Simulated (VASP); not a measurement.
Level of theory: PBEsol GGA, VASP's PBE PAW potentials (set 64) (plane waves; VASP 6.6.1).

VASP ran on this input.

KPOINTS:
```
Automatic mesh
0
Gamma
8 8 8
0 0 0
```

**INCAR**
```
# general
SYSTEM  = LaCoSi3
PREC    = Accurate
ENCUT   = 300
LREAL   = .FALSE.
LASPH   = .TRUE.   # aspherical one-centre terms

# electronic loop
EDIFF   = 1E-6
NELM    = 100   # most electronic steps
ALGO    = Normal   # blocked Davidson
LMAXMIX = 6   # l cut-off of mixed one-centre charges

# smearing
ISMEAR  = -1   # Fermi-Dirac
SIGMA   = 0.1   # width (eV)

# functional
GGA     = PS

# ions
ISIF    = 2

# output
LWAVE   = .FALSE.
LCHARG  = .FALSE.
```

File POSCAR:
```
LaCoSi3
4.7596280
 -0.4319663217   0.4319663217   1.0000000000
  0.4319663217  -0.4319663217   1.0000000000
  0.4319663217   0.4319663217  -1.0000000000
La Co Si
1 1 3
Cart
  0.0000000000  -0.0000000000   0.0099200000
  0.0000000000  -0.0000000000   1.3238600000
 -0.0000000000   0.0000000000   0.8506000000
  0.4319663217   0.0000000000   0.5228200000
 -0.0000000000   0.4319663217   0.5228200000
```

POTCAR, in this order: La Co Si (PBE.64 set). Program: vasp_std.

At this cut-off the stress carries a Pulay error, which pulls relaxed volumes low.

Predict the energy per atom (σ→0), pressure, largest force, band gap (on the k-mesh).

```yaml
energy per atom (σ→0): -6.830 eV/atom
band gap (on the k-mesh): none (metal, semimetal or under 0.01 eV)
pressure: 2.16 GPa
largest_force: 0.00383 Ry/bohr
```

**OSZICAR**
```
...
DAV:  11    -0.341828100996E+02    0.18650E-02   -0.15294E-02  3416   0.134E+00    0.776E-01
DAV:  12    -0.341823343538E+02    0.47575E-03   -0.29606E-03  4092   0.429E-01    0.369E-01
DAV:  13    -0.341819573389E+02    0.37701E-03   -0.11827E-03  4248   0.424E-01    0.177E-01
DAV:  14    -0.341819512739E+02    0.60650E-05   -0.12952E-04  3712   0.867E-02    0.117E-01
DAV:  15    -0.341819315074E+02    0.19767E-04   -0.50691E-05  4368   0.873E-02    0.471E-02
DAV:  16    -0.341819302498E+02    0.12576E-05   -0.12203E-05  3756   0.353E-02    0.950E-03
DAV:  17    -0.341819303957E+02   -0.14595E-06   -0.63007E-07  1864   0.974E-03
   1 F= -.34181930E+02 E0= -.34150026E+02  d E =-.638087E-01
```

The structure comes from a computed database's LaCoSi3 entry (I4mm); how it stands against other phases isn't given here. The cell was not relaxed at this level. The run is not spin-polarised, so no magnetic state was tried.
